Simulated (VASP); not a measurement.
Level of theory: revPBE GGA, VASP's PBE PAW potentials (set 64) (plane waves; VASP).

VASP ran on this input.

### KPOINTS
```
Automatic
0
G
 9 9 9
```

POSCAR:
```
NiO
1
    4.2244471074     2.1103285227     2.1103285227
    2.1103285227     4.2244471074     2.1103285227
    2.1103285227     2.1103285227     4.2244471074
Ni O
2 2
Direct
  0.0000000000   0.0000000000   0.0000000000
  0.5000000000   0.5000000000   0.5000000000
  0.2500000000   0.2500000000   0.2500000000
  0.7500000000   0.7500000000   0.7500000000
```

**INCAR**
```
! general
SYSTEM   =  NiO
PREC     =  Accurate
ENCUT    =  520
LREAL    =  .FALSE.
LASPH    =  .TRUE.

! electronic loop
EDIFF    =  1E-7
NELM     =  100
ALGO     =  Normal
LMAXMIX  =  4

! smearing
ISMEAR   =  0
SIGMA    =  0.05

! functional
GGA      =  RE

! spin
ISPIN    =  2
MAGMOM   =  1.4 -1.4 0.0 0.0

! ions
IBRION   =  2
NSW      =  30
ISIF     =  4
EDIFFG   =  -0.01

! output
LWAVE    =  .FALSE.
LCHARG   =  .FALSE.
LORBIT   =  10
```

POTCAR, in this order: Ni O (PBE.64 set). Program: vasp_std.

What VASP printed:

File OSZICAR:
```
       N       E                     dE             d eps       ncg     rms          rms(c)
DAV:   1     0.257770485147E+03    0.25777E+03   -0.15881E+04  6928   0.209E+03
DAV:   2     0.466907271862E+01   -0.25310E+03   -0.23687E+03  7028   0.406E+02
DAV:   3    -0.251390547209E+02   -0.29808E+02   -0.28400E+02  7832   0.157E+02
DAV:   4    -0.261050629897E+02   -0.96601E+00   -0.95963E+00  7560   0.303E+01
DAV:   5    -0.261328472122E+02   -0.27784E-01   -0.27770E-01  8140   0.481E+00    0.200E+01
DAV:   6    -0.235871718504E+02    0.25457E+01   -0.47562E+01 10240   0.111E+02    0.226E+01
DAV:   7    -0.218211739976E+02    0.17660E+01   -0.77116E+00  8748   0.872E+01    0.915E+00
DAV:   8    -0.220706320712E+02   -0.24946E+00   -0.23945E+00  7700   0.138E+01    0.607E+00
DAV:   9    -0.219873279323E+02    0.83304E-01   -0.25941E-01 11016   0.136E+01    0.192E+00
DAV:  10    -0.220106650462E+02   -0.23337E-01   -0.93698E-02  9456   0.501E+00    0.955E-01
DAV:  11    -0.220091687172E+02    0.14963E-02   -0.24641E-02 11056   0.413E+00    0.146E-01
DAV:  12    -0.220097560684E+02   -0.58735E-03   -0.55715E-03  7036   0.672E-01    0.117E-01
DAV:  13    -0.220096574331E+02    0.98635E-04   -0.31076E-04  9168   0.177E-01    0.612E-02
DAV:  14    -0.220096739194E+02   -0.16486E-04   -0.28788E-04  9724   0.256E-01    0.438E-02
DAV:  15    -0.220096681645E+02    0.57549E-05   -0.45327E-05  9356   0.102E-01    0.145E-02
DAV:  16    -0.220096684840E+02   -0.31949E-06   -0.88617E-06  8744   0.432E-02    0.491E-03
DAV:  17    -0.220096682694E+02    0.21458E-06   -0.58743E-07  6604   0.138E-02    0.110E-03
DAV:  18    -0.220096683116E+02   -0.42151E-07   -0.28748E-07  4688   0.507E-03
   1 F= -.22009668E+02 E0= -.22009668E+02  d E =-.220097E+02  mag=    -0.0000
```

File OUTCAR:
```
------------------------ aborting loop because EDIFF is reached ----------------------------------------
  FORCE on cell =-STRESS in cart. coord.  units (eV):
  Direction    XX          YY          ZZ          XY          YZ          ZX
  --------------------------------------------------------------------------------------
  Total        0.0102020      0.0102020      0.0102020     -0.0368361     -0.0368361     -0.0368361
  in kB        0.4330451      0.4330451      0.4330451     -1.5635809     -1.5635809     -1.5635809
  external PRESSURE =       0.4330451 kB  Pullay stress =       0.0000000 kB
  volume of cell :       37.75
      direct lattice vectors                 reciprocal lattice vectors
     4.224447107  2.110328523  2.110328523     0.354810843 -0.118199520 -0.118199520
     2.110328523  4.224447107  2.110328523    -0.118199520  0.354810843 -0.118199520
     2.110328523  2.110328523  4.224447107    -0.118199520 -0.118199520  0.354810843
 POSITION                                       TOTAL-FORCE (eV/Angst)
 -----------------------------------------------------------------------------------
      0.00000      0.00000      0.00000        -0.000000      0.000000      0.000000
      4.22255      4.22255      4.22255         0.000000     -0.000000      0.000000
      2.11128      2.11128      2.11128         0.000000      0.000000     -0.000000
      6.33383      6.33383      6.33383        -0.000000     -0.000000     -0.000000
 -----------------------------------------------------------------------------------
    total drift:                                0.000000     -0.000000     -0.000000
  FREE ENERGIE OF THE ION-ELECTRON SYSTEM (eV)
  ---------------------------------------------------
  free  energy   TOTEN  =       -22.0096683116 eV

  energy  without entropy=      -22.0096683116  energy(sigma->0) =      -22.00966831

 total charge

# of ion       s       p       d       tot
------------------------------------------
    1        0.316   0.373   8.233   8.922
    2        0.316   0.373   8.233   8.922
    3        1.565   3.401   0.000   4.967
    4        1.565   3.401   0.000   4.967
--------------------------------------------------
tot          3.763   7.549  16.465  27.777

 magnetization (x)

# of ion       s       p       d       tot
------------------------------------------
    1       -0.009  -0.013   1.403   1.381
    2        0.009   0.013  -1.403  -1.381
    3        0.000   0.000   0.000   0.000
    4        0.000   0.000   0.000   0.000
--------------------------------------------------
tot          0.000  -0.000   0.000  -0.000

 reached required accuracy - stopping structural energy minimisation
```
(Selected blocks of OUTCAR.)

The compound is NiO in the rock salt, AFM-II order structure. It was relaxed first.
